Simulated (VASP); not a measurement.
# BaHf2Ag2 (P1) in VASP: single point with r2SCAN

Aim: the single point of BaHf2Ag2 with r2SCAN.

Everything below comes from runs of VASP 6.6.1. Logs are shortened: lines on timing, memory, paths and dates and some standing lists are left out, and cuts for length are marked.

### 1 The crystal as given

The typed cell holds 5 atoms: a = 4.650 Å, b = 4.653 Å, c = 6.313 Å, α = 67.87°, β = 67.79°, γ = 90.36°.

The cell was built by a generator and needn't be a form met in nature.

### 2 Single point, r2SCAN

The input, POSCAR:

```
BaHf2Ag2
1.0
   -0.0145171000      4.6501208100     -0.0324203000
    4.6527960300     -0.0145171000     -0.0285363900
    2.3528077700      2.3560514900     -5.3640822000
Ba Ag Hf
1 2 2
Direct
    0.0103120000      0.0229850000      0.9899760000
    0.7276090000      0.2497280000      0.5191560000
    0.2686970000      0.7559470000      0.4752860000
    0.3389610000      0.3782040000      0.2519320000
    0.6276870000      0.6212630000      0.7397540000
```

The input, INCAR.step1:

```
SYSTEM = BaHf2Ag2
ALGO = Normal ; EDIFF = 1E-4
ENCUT = 520 ; GGA = PE
ISMEAR = -1 ; LASPH = .TRUE.
LCHARG = .FALSE. ; LREAL = .FALSE.
LWAVE = .TRUE. ; NBANDS = 34
NELM = 100 ; PREC = Accurate
SIGMA = 0.0218
```

The input, INCAR.step2:

```
SYSTEM = BaHf2Ag2
ALGO = Normal ; EDIFF = 1E-6
ENCUT = 520 ; ISIF = 2
ISMEAR = -1 ; ISTART = 1
LASPH = .TRUE. ; LCHARG = .FALSE.
LMIXTAU = .TRUE. ; LREAL = .FALSE.
LWAVE = .FALSE. ; METAGGA = R2SCAN
NBANDS = 34 ; NELM = 100
PREC = Accurate ; SIGMA = 0.0218
```

The input, KPOINTS:

```
Automatic mesh
0
Gamma
  4 4 4
  0.5 0 0.5
```

Potentials or basis: VASP PAW PBE potentials, release 64 (Ba_sv, Ag, Hf_pv).

Launch:

```sh
cat potpaw_PBE.64/Ba_sv/POTCAR potpaw_PBE.64/Ag/POTCAR potpaw_PBE.64/Hf_pv/POTCAR > POTCAR
cp INCAR.step1 INCAR
mpirun -np 1 vasp_std > vasp.out
cp INCAR.step2 INCAR
mpirun -np 1 vasp_std > vasp.out
```

OUTCAR:

```text
SYSTEM = BaHf2Ag2
   EDIFF = 1E-6
   ENCUT = 520
   ISIF = 2
   ISMEAR = -1
   ISTART = 1
   LASPH = .TRUE.
   LREAL = .FALSE.
   METAGGA = R2SCAN
   NELM = 100
   PREC = Accurate

 ion  position               nearest neighbor table
   1  0.010  0.023  0.990-   2 3.34   5 3.41   4 3.43   3 3.45   3 3.50   5 3.50   2 3.51   4 3.51
                             3 3.51   5 3.62   2 3.65   2 3.66   4 3.67   5 3.67   3 3.70   4 3.70
   2  0.728  0.250  0.519-   5 2.55   4 2.62   5 2.67   4 2.83   3 3.19   3 3.28   3 3.30   1 3.34
                             3 3.42   1 3.51   1 3.65   1 3.66
   3  0.269  0.756  0.475-   4 2.59   4 2.65   5 2.70   5 2.74   2 3.19   2 3.28   2 3.30   2 3.42
                             1 3.45   1 3.50   1 3.51   1 3.70
   4  0.339  0.378  0.252-   3 2.59   2 2.62   3 2.65   5 2.74   2 2.83   1 3.43   1 3.51   1 3.67
                             1 3.70   1 3.95
   5  0.628  0.621  0.740-   2 2.55   2 2.67   3 2.70   4 2.74   3 2.74   1 3.41   1 3.50   1 3.62
                             1 3.67   1 4.00

  LATTYP: Found a triclinic cell.
 ALAT       =     4.6502564843
 B/A-ratio  =     1.4189942638
 C/A-ratio  =     1.3576632793
 COS(alpha) =     0.0007121848
 COS(beta)  =     0.3779268729
 COS(gamma) =     0.7090954678

  Lattice vectors:

 A1 = (   0.0145171000,  -4.6501208100,   0.0324203000)
 A2 = (   4.6673131300,  -4.6646379100,   0.0038839100)
 A3 = (  -2.3528077700,  -2.3560514900,   5.3640822000)

Analysis of symmetry for initial positions (statically):
=====================================================================
 Subroutine PRICEL returns:
 Original cell was already a primitive cell.

 Routine SETGRP: Setting up the symmetry group for a
 triclinic supercell.

 Subroutine GETGRP returns: Found  1 space group operations
 (whereof  1 operations were pure point group operations)
 out of a pool of  2 trial point group operations.

The static configuration has the point symmetry C_1 .

Analysis of symmetry for dynamics (positions and initial velocities):
=====================================================================
 Subroutine PRICEL returns:
 Original cell was already a primitive cell.

 Routine SETGRP: Setting up the symmetry group for a
 triclinic supercell.

 Subroutine GETGRP returns: Found  1 space group operations
 (whereof  1 operations were pure point group operations)
 out of a pool of  2 trial point group operations.

The dynamic configuration has the point symmetry C_1 .

 Subroutine INISYM returns: Found  1 space group operations
 (whereof  1 operations are pure point group operations),
 and found     1 'primitive' translations

----------------------------------------------------------------------------------------

                                     Primitive cell

  volume of cell :     115.3868

  direct lattice vectors                    reciprocal lattice vectors
    -0.014517100  4.650120810 -0.032420300     0.001257545  0.215716528  0.095300182
     4.652796030 -0.014517100 -0.028536390     0.215512056  0.001335938  0.095115243
     2.352807770  2.356051490 -5.364082200    -0.001154104 -0.001310889 -0.187507176

  length of vectors
     4.650256484  4.652906185  6.313482468     0.235833260  0.235571943  0.187515310

  position of ions in fractional coordinates (direct lattice)
     0.010312000  0.022985000  0.989976000
     0.727609000  0.249728000  0.519156000
     0.268697000  0.755947000  0.475286000
     0.338961000  0.378204000  0.251932000
     0.627687000  0.621263000  0.739754000

  ion indices of the primitive-cell ions
   primitive index   ion index
                 1           1
                 2           2
                 3           3
                 4           4
                 5           5

----------------------------------------------------------------------------------------

 KPOINTS: Automatic mesh

Automatic generation of k-mesh.
 Grid dimensions read from file:
 generate k-points for:    4    4    4

 Generating k-lattice:

  Cartesian coordinates                     Fractional coordinates (reciprocal lattice)
     0.000314386  0.053929132  0.023825045     0.250000000 -0.000000000  0.000000000
     0.053878014  0.000333985  0.023778811     0.000000000  0.250000000  0.000000000
    -0.000288526 -0.000327722 -0.046876794     0.000000000  0.000000000  0.250000000

  Length of vectors
     0.058958315  0.058892986  0.046878828

  Shift w.r.t. Gamma in fractional coordinates (k-lattice)
     0.500000000  0.000000000  0.500000000

 Subroutine IBZKPT returns following result:
 ===========================================

 Found     32 irreducible k-points:

 Following reciprocal coordinates:
            Coordinates               Weight
  0.125000  0.000000  0.125000      2.000000
  0.375000 -0.000000  0.125000      2.000000
 -0.375000  0.000000  0.125000      2.000000
 -0.125000  0.000000  0.125000      2.000000
  0.125000  0.250000  0.125000      2.000000
  0.375000  0.250000  0.125000      2.000000
[... 16 lines left out ...]
 -0.375000  0.250000  0.375000      2.000000
 -0.125000  0.250000  0.375000      2.000000
 [... further k-points ...]
   k-points           NKPTS =     32   k-points in BZ     NKDIM =     32   number of bands    NBANDS=     34
   number of dos      NEDOS =    301   number of ions     NIONS =      5
   total plane-waves  NPLWV =  62208
   dimension x,y,z NGX =    36 NGY =   36 NGZ =   48
   dimension x,y,z NGXF=    72 NGYF=   72 NGZF=   96
   ions per type =               1   2   2
   NGX,Y,Z   is equivalent  to a cutoff of  12.87, 12.86, 12.64 a.u.
   NGXF,Y,Z  is equivalent  to a cutoff of  25.74, 25.73, 25.28 a.u.
 SYSTEM =  BaHf2Ag2
   PREC   = accura    normal or accurate (medium, high low for compatibility)
   ISTART =      1    job   : 0-new  1-cont  2-samecut
   ICHARG =      0    charge: 1-file 2-atom 10-const
   ISPIN  =      1    spin polarized calculation?
   LNONCOLLINEAR =      F non collinear calculations
   LSORBIT =      F    spin-orbit coupling
   LASPH  =      T    aspherical Exc in radial PAW
   ENCUT  =  520.0 eV  38.22 Ry    6.18 a.u.   8.65  8.65 11.74*2*pi/ulx,y,z
   NELM   =    100;   NELMIN=  2; NELMDL=  0     # of ELM steps
   EDIFF  = 0.1E-05   stopping-criterion for ELM
   LREAL  =      F    real-space projection
   EDIFFG = 0.1E-04   stopping-criterion for IOM
   NSW    =      0    number of steps for IOM
   IBRION =     -1    ionic relax: 0-MD 1-quasi-New 2-CG
   NFREE  =      0    steps in history (QN), initial steepest desc. (CG)
   ISIF   =      2    stress and relaxation
   ISYM   =      2    0-nonsym 1-usesym 2-fastsym
   POTIM  = 0.5000    time-step for ionic-motion
   TEBEG  =    0.0;   TEEND  =   0.0 temperature during run
   PSTRESS=    0.0 pullay stress
   NELECT =      52.0000    total number of electrons
   NUPDOWN=      -1.0000    fix difference up-down
   EMIN   =  10.00;   EMAX   =-10.00  energy-range for DOS
   EFERMI =   0.00;   METHOD = LEGACY
   ISMEAR =    -1;   SIGMA  =   0.02  broadening in eV -4-tet -1-fermi 0-gaus
   EFERMI_NEDOS =   21; number of points for ismear=-14 and -15
   IALGO  =     38    algorithm
   IMIX   =      4    mixing-type and parameters
     AMIX     =   0.40;   BMIX     =  1.00
     AMIX_MAG =   1.60;   BMIX_MAG =  1.00
  volume/ion in A,a.u.               =      23.08       155.73
  Fermi-wavevector in a.u.,A,eV,Ry     =   1.255135  2.371862 21.434139  1.575365
  Thomas-Fermi vector in A             =   2.388907
   LORBIT       =      0    0 simple, 1 ext, 2 COOP (PROOUT), +10 PAW based schemes
   METAGGA = R2SCAN    functional components
   LHFCALC =     F    Hartree Fock is set to
   AEXX    =    0.0000 exact exchange contribution
   IVDW    =     0    specifies the selected vdW correction
   LEPSILON=     F    determine dielectric tensor
   LRPA    =     F    only Hartree local field effects (RPA)
 non-spin polarized calculation
  energy-cutoff  :      520.00
  volume of cell :      115.39
 maximum number of plane-waves:      3120
   NGX = 17   NGY = 17   NGZ = 23

 number of electron      52.0000001 magnetization

 Free energy of the ion-electron system (eV)
  ---------------------------------------------------
  ext. energy  EPLUGINS =         0.00000000
  ---------------------------------------------------
  free energy    TOTEN  =      -155.73127587 eV

  energy without entropy =     -155.71834479  energy(sigma->0) =     -155.72481033

 E-fermi :   5.6415     XC(G=0): -11.6538

 val. band max:        5.6384797865   @ k =   0.1250   0.5000   0.3750
 cond. band min:       5.6431377746   @ k =   0.3750   0.5000   0.3750
 fundamental gap:      0.0046579880
 Fermi energy:         5.6414695726

 k-point     1 :       0.1250    0.0000    0.1250
  band No.  band energies     occupation
      1     -26.5912      2.00000
      2     -26.5292      2.00000
      3     -26.5099      2.00000
      4     -26.4366      2.00000
      5     -26.4154      2.00000
      6     -25.7979      2.00000
[... 26 lines left out ...]
     33       9.6741      0.00000
     34       9.8372      0.00000

 k-point     2 :       0.3750   -0.0000    0.1250
  band No.  band energies     occupation
      1     -26.5840      2.00000
      2     -26.5347      2.00000
      3     -26.5151      2.00000
      4     -26.4365      2.00000
      5     -26.4158      2.00000
      6     -25.8018      2.00000
[... 26 lines left out ...]
     33       8.6631      0.00000
     34      10.0990      0.00000

 k-point     3 :      -0.3750    0.0000    0.1250
  band No.  band energies     occupation
      1     -26.5781      2.00000
      2     -26.5372      2.00000
      3     -26.5179      2.00000
      4     -26.4343      2.00000
      5     -26.4135      2.00000
      6     -25.8079      2.00000
[... 26 lines left out ...]
     33       8.9338      0.00000
     34       9.3731      0.00000
[... 704 lines left out ...]
 k-point    23 :      -0.3750    0.2500    0.3750
  band No.  band energies     occupation
      1     -26.5772      2.00000
      2     -26.5437      2.00000
      3     -26.5152      2.00000
      4     -26.4319      2.00000
      5     -26.4212      2.00000
      6     -25.8039      2.00000
[... 26 lines left out ...]
     33       8.8027      0.00000
     34       9.5196      0.00000

 k-point    24 :      -0.1250    0.2500    0.3750
  band No.  band energies     occupation
      1     -26.5783      2.00000
      2     -26.5371      2.00000
      3     -26.5166      2.00000
      4     -26.4359      2.00000
      5     -26.4137      2.00000
      6     -25.8065      2.00000
[... 26 lines left out ...]
     33       9.2265      0.00000
     34       9.4429      0.00000

 [... further k-points ...]

------------------------ aborting loop because EDIFF is reached ----------------------------------------

  FORCE on cell =-STRESS in cart. coord.  units (eV):
  Direction    XX          YY          ZZ          XY          YZ          ZX
  --------------------------------------------------------------------------------------
  -------------------------------------------------------------------------------------
  Total       12.2499309      9.6208487     11.8635374      0.0593686      0.7953977     -1.2724735
  in kB      170.0936471    133.5881214    164.7284681      0.8243498     11.0443153    -17.6686430
  external PRESSURE =     156.1367455 kB  Pullay stress =       0.0000000 kB

 VOLUME and BASIS-vectors are now :
 -----------------------------------------------------------------------------
  energy-cutoff  :      520.00
  volume of cell :      115.39
      direct lattice vectors                 reciprocal lattice vectors
    -0.014517100  4.650120810 -0.032420300     0.001257545  0.215716528  0.095300182
     4.652796030 -0.014517100 -0.028536390     0.215512056  0.001335938  0.095115243
     2.352807770  2.356051490 -5.364082200    -0.001154104 -0.001310889 -0.187507176

 POSITION                                       TOTAL-FORCE (eV/Angst)
 -----------------------------------------------------------------------------------
      2.43602      2.38005     -5.31130        -0.373264     -0.488026     -0.184470
      2.37284      4.60300     -2.81551        -0.716657     -0.846435      0.599297
      4.63162      2.35830     -2.57976         0.378657      0.150423     -0.335101
      2.34753      2.16428     -1.37317        -0.157970      0.686954     -0.653385
      4.62200      4.65270     -4.00618         0.869234      0.497084      0.573658
 -----------------------------------------------------------------------------------
    total drift:                                0.000458      0.000559     -0.000079

  FREE ENERGIE OF THE ION-ELECTRON SYSTEM (eV)
  ---------------------------------------------------
  free  energy   TOTEN  =      -155.7312758743 eV

  energy  without entropy=     -155.7183447940  energy(sigma->0) =     -155.72481033
```

Run time: 4.8 min. Hardware: 1 thread of AMD EPYC 9R45 (Zen 5), shared host; peak memory 0.3 GiB.

Results:

- Free energy: -155.7313 eV
- Pressure: 15.6 GPa
- Largest force: 1.261 eV/Å
- Band gap on the k mesh: none (metal or under the smearing width)

Forces on the atoms (eV/Å):
```
Ba  -0.373 -0.488 -0.184
Ag  -0.717 -0.846  0.599
Ag   0.379  0.150 -0.335
Hf  -0.158  0.687 -0.653
Hf   0.869  0.497  0.574
```

Levels at points of the mesh, in eV from the Fermi level:
```
           k point  band 24  band 25  band 26  band 27  band 28  band 29
(0.12, 0.00, 0.12)    -0.85    -0.59    -0.56    -0.06     0.25     0.55
```

Caveat: the k mesh is coarse (spacing up to 0.37 Å⁻¹), so the values aren't converged; so large a pressure means that the cell lies far from this level's equilibrium, or that cutoff or potentials fall short; the potentials were made for another functional, which shifts forces and pressure.
